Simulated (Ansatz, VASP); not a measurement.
## InPd in two plane-wave programs

Aim: how closely do two programs agree when they are given the same cell, functional and k mesh? The structure shown is the end of the Ansatz relaxation below.

Main program and level: Ansatz 0.2.0; plane waves, with VASP 6.6.1 beside it; single point at PBE.

**1. Starting point**

The structure is cubic, space group Pm-3m (No. 221). The conventional cell has a = 3.286 Å, b = 3.286 Å, c = 3.286 Å, α = 90.00°, β = 90.00°, γ = 90.00°. Nearest to In lie 8 Pd at 2.85 Å. Pd has 8 In at 2.85 Å nearest. Farther neighbours are not listed.

**2. Ansatz: relaxation, PBE**

Ansatz runs on its default PAW (the set named soft_2) files.

This run makes the geometry at which the two programs are then compared.

input.yaml reads:

```yaml
crystal:
  lattice:
    - [3.3050521869, 0.0, 0.0]
    - [0.0, 3.3050521869, 0.0]
    - [0.0, 0.0, 3.3050521869]
  atoms:
    - { symbol: In, position: [0.0, 0.0, 0.0] }
    - { symbol: Pd, position: [0.5, 0.5, 0.5] }
kpoints:
  mp_grid: { grid: [16, 16, 16] }
hamiltonian:
  xc: pbe
scf:
  occupations: { method: methfessel_paxton, width: 0.2 }
  lower_state_search: "off"
output:
  forces: true
  stress: true
  eigenvalues: true
relax:
  adjacent_minimum: "off"
  f_tol: 0.001
  max_steps: 60
  cell: { stress_tol: 0.05, p_target: 2.0 }
```

Run with:

```
> ansatz run input.yaml --threads 8 --pin off --max-ram 16384MiB --backend cpu --events-out ev --progress --plain --runs-dir out
```

Numbers of over 12 decimals in the logs are rounded to 6 here.

Log:

```text
Engine: ansatz 0.2.0, aarch64-unknown-linux-gnu
Pseudopotentials: kind: paw
Pseudopotential: In, paw, valence charge 13, recommended cutoff 420 eV (normal), In.paw.azcp
Pseudopotential: Pd, paw, valence charge 18, recommended cutoff 420 eV (normal), Pd.paw.azcp
Functional definition: PBE
  parameter kappa = 0.804
  parameter beta = 0.066725
  exchange = pbe_x(kappa = kappa, mu = beta*pi^2/3)
  correlation = pbe_c(beta = beta)
Crystal: 2 atoms, lattice volume = 36.102 Å³
Basis set: ecut = 420 eV, 739 PW (Γ), exchange–correlation on 48×48×48 points (8 copies of the dense FFT grid, shifted against one another)
Bands: 20, of which v1, the nominal top of the filled ones, is band 16 counted from 1 (15 counted from 0)
Symmetry: 48 space group operations
Space group: Pm-3m (ITA 221), of the structure as read, at distance tolerance 3.3e-5 Å
k-points: 165 of 4096
Non-local potential: In, projectors of the file, l = 0: 2, l = 1: 2, l = 2: 2, l = 3: 2
Non-local potential: Pd, projectors of the file, l = 0: 2, l = 1: 2, l = 2: 2, l = 3: 1
PAW form: soft (Blöchl's): semilocal exchange-correlation on the pseudo side does not see the compensation charge
PAW one-centre angular grid: In, 590 points (default); XC on 64 Gauss nodes
PAW one-centre angular grid: Pd, 590 points (default); XC on 64 Gauss nodes
Initial density: superposition of atomic densities (neutral atoms: chi_scale 0, normalization atom), corrected by the library's trained network
Initial wavefunctions: pseudopotential atomic-orbital guess
Functional: x = pbe(κ = 0.804, μ = 0.219515), c = pbe(β = 0.066725)
SCF iter   1: F=—  HF=-12571.671194 eV  |F-HF|=—  |Δ(HF+E_count)|=         —  Δρ=1.66e-3  dr2=9.72e-4  ethr=1.77e-3  ⟨swp⟩=5.1  Hψ=14279  notcnv=0
preconditioner: auto → none  [metal: Δε(μ)=0.031 eV  Ē_g=14.314 eV  σ=0.200 eV  W_gap=0.13  n_scr=6 (ndim 8)  ℏωp=29.6 eV  f_vac=0.000  D(μ)=0.76/eV (n_scr^D=6)  sad-step TF]
SCF iter   2: F=—  HF=-12571.671636 eV  |F-HF|=—  |Δ(HF+E_count)|=   4.42e-4  S|Δr|=    0.00e0  Δρ=1.08e-3  dr2=5.00e-4  ethr=3.14e-6  ⟨swp⟩=2.6  Hψ=6405  notcnv=0
SCF iter   3: F=—  HF=-12571.671592 eV  |F-HF|=—  |Δ(HF+E_count)|=   4.36e-5  S|Δr|=    0.00e0  Δρ=2.17e-4  dr2=7.77e-6  ethr=1.61e-6  ⟨swp⟩=2.0  Hψ=4048  notcnv=0
SCF iter   4: F=—  HF=-12571.671607 eV  |F-HF|=—  |Δ(HF+E_count)|=   1.47e-5  S|Δr|=    0.00e0  Δρ=5.08e-5  dr2=9.32e-7  ethr=2.51e-8  ⟨swp⟩=2.0  Hψ=5812  notcnv=0
SCF iter   5: F=-12571.671607 eV  HF=-12571.671607 eV  |F-HF|=2.62e-10  |Δ(HF+E_count)|=   1.69e-7  S|Δr|=    0.00e0  Δρ=5.26e-6  dr2=7.84e-9  ethr=3.23e-10  ⟨swp⟩=4.1  Hψ=14242  notcnv=0
SCF 1 converged in 5 iterations: F = -12571.671607 eV  dr2 = 7.84e-9
  greatest PAW one-centre occupation: 0.999 electrons in one spin orbital (limit 2), on the Pd atom at site 1 (counted from 0), in its partial waves of l = 0
relax step   1: F+E_penalty+E_count = -12571.67160695 eV  Δ(F+E_penalty+E_count) = +0.000e0 eV  max|allowed force component| = 6.245e-30 eV/Å  Δτ_max = 0.0000 Å  P = +0.000 GPa  Ω = 36.102 Å³  (5 SCF iters, dr2 threshold 1.00e-7 eV, accepted)
[...]
relax step   2: F+E_penalty+E_count = -12571.64755985 eV  Δ(F+E_penalty+E_count) = +2.405e-2 eV  max|allowed force component| = 1.183e-29 eV/Å  Δτ_max = 0.0000 Å  P = +5.449 GPa  Ω = 34.569 Å³  energy of the carried Pulay correction = +7.133e-4 eV  (5 SCF iters, dr2 threshold 2.00e-7 eV, rejected (line search))
[...]
relax step   3: F+E_penalty+E_count = -12571.66857057 eV  Δ(F+E_penalty+E_count) = +3.036e-3 eV  max|allowed force component| = 8.677e-30 eV/Å  Δτ_max = 0.0000 Å  P = +1.865 GPa  Ω = 35.524 Å³  energy of the carried Pulay correction = +2.655e-4 eV  (7 SCF iters, accepted)
[...]
relax step   4: F+E_penalty+E_count = -12571.66809383 eV  Δ(F+E_penalty+E_count) = +4.767e-4 eV  max|allowed force component| = 6.968e-30 eV/Å  Δτ_max = 0.0000 Å  P = +2.006 GPa  Ω = 35.483 Å³  energy of the carried Pulay correction = +2.845e-4 eV  (4 SCF iters, dr2 threshold 4.54e-8 eV, accepted)
[...]
relax step   5: F+E_penalty+E_count = -12571.66779415 eV  Δ(F+E_penalty+E_count) = +2.997e-4 eV  max|allowed force component| = 6.377e-30 eV/Å  Δτ_max = 0.0000 Å  P = +2.013 GPa  Ω = 35.483 Å³  stress off target by 1.35e-2 GPa  SCF on the basis re-selected at this cell (its energy is not comparable with the rows above)  (5 SCF iters)
basis re-selected at this cell: Δ(F+E_penalty+E_count) = +2.997e-4 eV, ΔP = +0.008 GPa vs the last step (what re-selecting the basis moved, of the pressure what is left beyond the Pulay correction that the steps carried, after the strain that the cell walked since its last selection, with what the two solves' SCF thresholds leave and, on support functions, any second-order correction that the steps lacked; it is no m [...]
SCF converged after 5 iterations
Stability not checked: this state was not tested for a lower state beside it, because cold or Methfessel-Paxton smearing, or corrected tetrahedra, fill the levels in a way that the test cannot read (fill_not_monotonic; see scf.lower_state_search)
Free energy (F): -12571.667794 eV
Harris-Foulkes:  -12571.667794 eV  (|F-HF|=1.09e-11)
Internal energy: -12571.667826 eV  (E = F + TS)
E sigma→0 (E₀):  -12571.667802 eV
Entropy (-TS):   0.000032 eV (0.016 meV/atom)
Fermi energy:    16.505224 eV
--- Per-component energies (eV) ---
  E_band       = -151.824369
  E_kinetic    = 759.941238
  E_local      = -2926.690697  (includes V_loc(G=0)·N_el)
  E_nonlocal   = 585.172657
  E_hartree    = 1189.060312
  E_xc         = -384.650415
  E_vxc        = -312.012524  (∫ρ·V_xc dr)
  E_paw        = -7907.412069  (= ΣΔE_a)
  E_vpaw       = -636.356012  (= ΣTr[D̂ρ^β])
  E_aug_tail   = 0.000253  (compensation charges beyond the density's cutoff)
  E_ewald      = -3887.089105
  E_smearing   = 0.000032  (= −TS)
  E_closure    = -0.000000  (closes the sum)
  Σ components = -12571.667794   (vs F -12571.667794, Δ=0.00e0)
--- Forces (eV/Å), atoms counted from 1 ---
  atom   1  In     0.00000000    -0.00000000     0.00000000
  atom   2  Pd    -0.00000000     0.00000000     0.00000000
  max |Σ_I F_I| component: 1.25e-29 eV/Å
--- Stress (GPa, compression-positive) ---
        2.013459      -0.000000       0.000000
       -0.000000       2.013459      -0.000000
        0.000000      -0.000000       2.013459
  P = ⅓ Tr σ = 2.0135 GPa (20.135 kbar)
--- Band table (eV; the first three rows and the last of 165) ---
  k-point 0: bands = [... 12 lower, 14.2258, 14.2258, 14.2258, 20.6769, 20.6769, 20.6769, 25.7190, 26.9602]
  k-point 1: bands = [... 12 lower, 14.1793, 14.1793, 14.2231, 20.2127, 20.8002, 20.8002, 25.9535, 26.9390]
  k-point 2: bands = [... 12 lower, 14.0532, 14.0532, 14.2157, 19.1777, 21.1566, 21.1566, 26.1748, 26.8766]
  k-point 164: bands = [... 12 lower, 14.8284, 14.8284, 16.3473, 20.2521, 20.2521, 20.2521, 20.8197, 20.8197]
--- Relaxed structure (4 steps of the walk, 3 accepted, 1 SCFs on fresh bases) ---
  F+E_penalty+E_count = -12571.66779415 eV   max|allowed force component| = 6.377e-30 eV/Å   (the final SCF, on the basis selected at the relaxed cell)
  cell:  # Å, volume = 35.4831 Å³
    - [3.286048, 0, 0]
    - [0, 3.286048, 0.0]
    - [0, 0.0, 3.286048]
  atoms:
    - { symbol: In, position: [0, 0, 0] }
    - { symbol: Pd, position: [0.5, 0.5, 0.5] }
```

The column dr2 measures how far the density is from self-consistency, as an energy; F and HF (Harris–Foulkes) agree once it is small.

**3. VASP: single point, PBE, pair 1**

The same cell, functional, mesh and smearing now go to VASP, with its own data sets.

Lines of VASP's logs that name or quote its potential files are left out, and so is its time.

INCAR reads:

```
SYSTEM = InPd
PREC = Accurate
ENCUT = 500
EDIFF = 1E-06
NELM = 120
ISMEAR = 1
SIGMA = 0.2
LREAL = .FALSE.
ALGO = Normal
GGA = PE
NBANDS = 17
LASPH = .TRUE.
LORBIT = 11
LWAVE = .FALSE.
LCHARG = .FALSE.
ISIF = 2
GGA_COMPAT = .FALSE.
```

POSCAR reads:

```
InPd
1.0
    3.2860476710      0.0000000000      0.0000000000
    0.0000000000      3.2860476710      0.0000000000
    0.0000000000      0.0000000000      3.2860476710
In Pd
1 1
Direct
    0.0000000000      0.0000000000      0.0000000000
    0.5000000000      0.5000000000      0.5000000000
```

KPOINTS reads:

```
Automatic mesh
0
Gamma
16 16 16
0 0 0
```

PAW data sets: In_d and Pd (PBE family, release 64).

Run with:

```
> mpirun -np 1 vasp_std
```

Log:

```text
[banner, memory and clock lines left out]
running    1 mpi-ranks, on    1 nodes
 distrk:  each k-point on    1 cores,    1 groups
 distr:  one band on    1 cores,    1 groups

 POSCAR found type information on POSCAR InPd
 POSCAR found :  2 types and       2 ions
 LDA part: xc-table for (Slater+PW92), standard interpolation
 POSCAR, INCAR and KPOINTS ok, starting setup
 FFT: planning ... GRIDC
 FFT: planning ... GRID_SOFT
 FFT: planning ... GRID
 WAVECAR not read
 entering main loop
       N       E                     dE             d eps       ncg     rms          rms(c)
DAV:   1     0.159823225679E+03    0.15982E+03   -0.11041E+04  5693   0.171E+03
DAV:   2    -0.100700331206E+01   -0.16083E+03   -0.15529E+03  5764   0.364E+02
DAV:   3    -0.878131256580E+01   -0.77743E+01   -0.77112E+01  6530   0.874E+01
DAV:   4    -0.894279748408E+01   -0.16148E+00   -0.16138E+00  7125   0.115E+01
DAV:   5    -0.895005158262E+01   -0.72541E-02   -0.72538E-02  7765   0.221E+00    0.623E+00
DAV:   6    -0.878451973915E+01    0.16553E+00   -0.36320E-01  6420   0.867E+00    0.298E+00
DAV:   7    -0.875099238587E+01    0.33527E-01   -0.58476E-02  7250   0.455E+00    0.132E+00
DAV:   8    -0.874469913306E+01    0.62933E-02   -0.20119E-02  6182   0.131E+00    0.373E-01
DAV:   9    -0.874401909371E+01    0.68004E-03   -0.17934E-03  7379   0.680E-01    0.610E-02
DAV:  10    -0.874402541454E+01   -0.63208E-05   -0.40213E-05  7640   0.891E-02    0.257E-02
DAV:  11    -0.874402705884E+01   -0.16443E-05   -0.46327E-06  5991   0.211E-02    0.347E-03
DAV:  12    -0.874402752184E+01   -0.46300E-06   -0.27494E-07  3096   0.505E-03
   1 F= -.87440275E+01 E0= -.87440383E+01  d E =0.324019E-04
```

OUTCAR, selected parts (step 3):

```text
ion  position               nearest neighbor table
   1  0.000  0.000  0.000-   2 2.85   2 2.85   2 2.85   2 2.85   2 2.85   2 2.85   2 2.85   2 2.85

  LATTYP: Found a simple cubic cell.
 ALAT       =     3.2860476710

 Subroutine GETGRP returns: Found 48 space group operations
 (whereof 48 operations were pure point group operations)

The static configuration has the point symmetry O_h .

 Found    165 irreducible k-points:

   k-points           NKPTS =    165   k-points in BZ     NKDIM =    165   number of bands    NBANDS=     17

   dimension x,y,z NGX =    24 NGY =   24 NGZ =   24
   dimension x,y,z NGXF=    48 NGYF=   48 NGZF=   48

   ENCUT  =  500.0 eV  36.75 Ry    6.06 a.u.   5.99  5.99  5.99*2*pi/ulx,y,z

   NELECT =      23.0000    total number of electrons

 k-points in reciprocal lattice and weights: Automatic mesh
   0.00000000  0.00000000  0.00000000       0.000
   0.06250000  0.00000000  0.00000000       0.001
   0.12500000  0.00000000  0.00000000       0.001
   0.18750000  0.00000000  0.00000000       0.001
   0.25000000  0.00000000  0.00000000       0.001
   0.31250000  0.00000000  0.00000000       0.001
   0.37500000  0.00000000  0.00000000       0.001
   0.43750000  0.00000000  0.00000000       0.001
   0.50000000  0.00000000  0.00000000       0.001
[...]
0.50000000  0.50000000  0.43750000       0.001
   0.50000000  0.50000000  0.50000000       0.000

 average (electrostatic) potential at core
       1 -91.1285       2 -70.4061

 E-fermi :  10.3239

 k-point     1 :       0.0000    0.0000    0.0000
  band No.  band energies     occupation
    ...
      7       6.5387      2.00000
      8       6.5387      2.00000
      9       8.0488      2.00000
     10       8.0488      2.00000
     11       8.0488      2.00000
     12      14.4931      0.00000
     13      14.4931      0.00000
     14      14.4931      0.00000
     15      19.5597      0.00000
     16      20.7825      0.00000
    ...

 k-point     2 :       0.0625    0.0000    0.0000
  band No.  band energies     occupation
    ...
      7       6.5396      2.00000
      8       6.5498      2.00000
      9       8.0023      2.00000
     10       8.0023      2.00000
     11       8.0461      2.00000
     12      14.0291     -0.00000
     13      14.6163      0.00000
     14      14.6163      0.00000
     15      19.7929      0.00000
     16      20.7615      0.00000
    ...

 k-point     3 :       0.1250    0.0000    0.0000
  band No.  band energies     occupation
    ...
      7       6.5421      2.00000
      8       6.5733      2.00000
      9       7.8760      2.00000
     10       7.8760      2.00000
     11       8.0386      2.00000
     12      12.9945     -0.00000
     13      14.9726      0.00000
     14      14.9726      0.00000
     15      20.0101      0.00000
     16      20.7002      0.00000
    ...

  Total        0.4572447      0.4572447      0.4572447     -0.0000000      0.0000000      0.0000000
  in kB       20.6460848     20.6460848     20.6460848     -0.0000000      0.0000000      0.0000000
  external PRESSURE =      20.6460848 kB  Pullay stress =       0.0000000 kB

  energy-cutoff  :      500.00
  volume of cell :       35.48
      direct lattice vectors                 reciprocal lattice vectors
     3.286047671  0.000000000  0.000000000     0.304316949  0.000000000  0.000000000
     0.000000000  3.286047671  0.000000000     0.000000000  0.304316949  0.000000000
     0.000000000  0.000000000  3.286047671     0.000000000  0.000000000  0.304316949

 POSITION                                       TOTAL-FORCE (eV/Angst)
 -----------------------------------------------------------------------------------
      0.00000      0.00000      0.00000         0.000000      0.000000      0.000000
      1.64302      1.64302      1.64302         0.000000      0.000000      0.000000
 -----------------------------------------------------------------------------------
    total drift:                                0.000000      0.000000     -0.000000

  FREE ENERGIE OF THE ION-ELECTRON SYSTEM (eV)
  ---------------------------------------------------
  free  energy   TOTEN  =        -8.7440275218 eV

  energy  without entropy=       -8.7440599237  energy(sigma->0) =       -8.74403832

 total charge
# of ion       s       p       d       tot
------------------------------------------
    1        0.806   0.724   9.897  11.427
    2        0.420   0.408   8.645   9.473
--------------------------------------------------
tot          1.226   1.131  18.542  20.899

[... 3 further parts left out ...]
```

The run ends at a pressure of 2.06 GPa.

**4. Comparison**

Known differences besides the potentials themselves: the data sets hold 31 valence electrons in Ansatz (on its default PAW (the set named soft_2) files) and 23 in VASP; the cutoff is 420 eV in Ansatz and 500 eV in VASP; Ansatz's pressure holds a Pulay correction, VASP's none. Total energies have different zeros and are not compared.

Both answers:

| quantity | Ansatz | VASP | difference |
| --- | --- | --- | --- |
| pressure (GPa) | 2.01 | 2.06 | -0.05 |

**5. Ansatz: relaxation, PBE**

This run makes the geometry at which the two programs are then compared. The cell compared in this pair holds 33.56 Å³, against 35.48 Å³ for the pair before.

The structure compared here is the end of the Ansatz relaxation.

input.yaml: that of step 2 with these lines changed.

```diff
@@ -23,2 +23,2 @@
   max_steps: 60
-  cell: { stress_tol: 0.05, p_target: 2.0 }
+  cell: { stress_tol: 0.05, p_target: 10.0 }
```

Run with:

```
> ansatz run input.yaml --threads 8 --pin off --max-ram 16384MiB --backend cpu --events-out ev --progress --plain --runs-dir out
```

Log:

```text
[...]
Crystal: 2 atoms, lattice volume = 36.102 Å³
Basis set: ecut = 420 eV, 739 PW (Γ), exchange–correlation on 48×48×48 points (8 copies of the dense FFT grid, shifted against one another)
Bands: 20, of which v1, the nominal top of the filled ones, is band 16 counted from 1 (15 counted from 0)
[... 1 set-up line as in the run before ...]
[...]
k-points: 165 of 4096
[...]
k-point 164: bands = [... 12 lower, 15.9672, 15.9672, 17.8081, 21.5513, 21.5513, 21.5513, 22.2689, 22.2689]
--- Relaxed structure (5 steps of the walk, 4 accepted, 1 SCFs on fresh bases) ---
[...]
cell:  # Å, volume = 33.5645 Å³
    - [3.225721, 0, 0]
    - [0, 3.225721, 0]
    - [0, 0, 3.225721]
  atoms:
    - { symbol: In, position: [0, 0, 0] }
    - { symbol: Pd, position: [0.5, 0.5, 0.5] }
[key lines of the parts left out:]
SCF converged after 6 iterations
Free energy (F): -12571.598607 eV
Fermi energy:    17.764149 eV
P = ⅓ Tr σ = 10.0293 GPa (100.293 kbar)
```

**6. VASP: single point, PBE, pair 2**

The same cell, functional, mesh and smearing now go to VASP, with its own data sets.

INCAR is that of step 3.

POSCAR reads:

```
InPd
1.0
    3.2257208280      0.0000000000      0.0000000000
    0.0000000000      3.2257208280      0.0000000000
    0.0000000000      0.0000000000      3.2257208280
In Pd
1 1
Direct
    0.0000000000      0.0000000000      0.0000000000
    0.5000000000      0.5000000000      0.5000000000
```

KPOINTS is that of step 3.

Run with:

```
> mpirun -np 1 vasp_std
```

Log:

```text
[... set-up lines as in an earlier step ...]
 entering main loop
       N       E                     dE             d eps       ncg     rms          rms(c)
DAV:   1     0.159975335957E+03    0.15998E+03   -0.11038E+04  5691   0.174E+03
DAV:   2    -0.119364823337E+01   -0.16117E+03   -0.15597E+03  5796   0.366E+02
DAV:   3    -0.873554178703E+01   -0.75419E+01   -0.74730E+01  6630   0.865E+01
DAV:   4    -0.889238626735E+01   -0.15684E+00   -0.15674E+00  7105   0.112E+01
[...]
DAV:  10    -0.867294249675E+01   -0.38071E-05   -0.42311E-05  7917   0.100E-01    0.247E-02
DAV:  11    -0.867294390141E+01   -0.14047E-05   -0.36433E-06  5983   0.195E-02    0.421E-03
DAV:  12    -0.867294436669E+01   -0.46529E-06   -0.33514E-07  3200   0.556E-03
   1 F= -.86729444E+01 E0= -.86730232E+01  d E =0.236516E-03
```

OUTCAR, selected parts (step 6):

```text
  Total        2.1216895      2.1216895      2.1216895     -0.0000000      0.0000000      0.0000000
  in kB      101.2772913    101.2772913    101.2772913     -0.0000000      0.0000000      0.0000000
  external PRESSURE =     101.2772913 kB  Pullay stress =       0.0000000 kB

 POSITION                                       TOTAL-FORCE (eV/Angst)
 -----------------------------------------------------------------------------------
      0.00000      0.00000      0.00000         0.000000      0.000000      0.000000
      1.61286      1.61286      1.61286         0.000000      0.000000      0.000000
 -----------------------------------------------------------------------------------
    total drift:                                0.000000      0.000000     -0.000000

  FREE ENERGIE OF THE ION-ELECTRON SYSTEM (eV)
  ---------------------------------------------------
  free  energy   TOTEN  =        -8.6729443667 eV

  energy  without entropy=       -8.6731808828  energy(sigma->0) =       -8.67302321

[... 1 part as in an earlier step ...]

[... 2 further parts left out ...]
[key lines of the parts left out:]
E-fermi :  11.2381
```

The run ends at a pressure of 10.13 GPa.

**7. Side by side**

What differs besides the data sets and the points named for the pairs above, as far as they apply: the data sets hold 31 valence electrons in Ansatz (on its default PAW (the set named soft_2) files) and 23 in VASP. Total energies have different zeros and are not compared.

The two programs side by side:

| quantity | Ansatz | VASP | difference |
| --- | --- | --- | --- |
| pressure (GPa) | 10.03 | 10.13 | -0.10 |

**8. Summary of results**

| Property | Result |
| --- | --- |
| difference in pressure (single point, PBE, pair 1) | -0.051 GPa |
| difference in pressure (single point, PBE, pair 2) | -0.098 GPa |

**Reading.** The difference in pressure is -0.098 GPa (single point, PBE, pair 2), within the 1 GPa picked in this series as the mark of a large difference. The data sets hold unlike numbers of valence electrons (31 in Ansatz and 23 in VASP), so part of the differences comes from the potentials. How closely two codes agree says nothing of how well the functional describes the real material.

[Lines on the potential files, build, host, timing and source positions are cut from VASP's logs without a mark.]

[Logs are printed without paths, hosts, clocks, repeated set-up lines and the standing remarks that a program may print on its own settings, such as how far it seeks lower states.]

[Hosts, paths, dates, database ids (printed as entryN), source tags and the programs' standing remarks are cut or masked in the printed files.]
